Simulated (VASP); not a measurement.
Level of theory: PBE GGA with D3 dispersion (Becke-Johnson damping), VASP's PBE PAW potentials (set 64) (plane waves; VASP). For the first row: Numerical set-up: 520 eV cut-off, 4×4×4 Γ-centred mesh, Gaussian smearing of 0.050 eV, potentials Cs_sv Sn_d I.

```csv
system,energy (eV/atom)
CsSnI3 (cubic perovskite),-3.0402
Cs atom,-0.1659
Sn atom,-0.6643
I atom,-0.1734
```

Atoms are spin-polarised in a large box without symmetry, with the spin fixed by Hund's rule, and may not be in the lowest state of each functional; no zero-point energy is added.  Spin-orbit coupling is left out, which shifts such energies by up to tenths of an eV for the heavy elements here.

Question: What is the cohesive energy per atom of CsSnI₃?

Answer: The references average (1×(-0.1659) + 1×(-0.6643) + 3×(-0.1734))/5 = -0.2701 eV, so the cohesive energy is -0.2701 − (-3.0402) = 2.770 eV/atom.
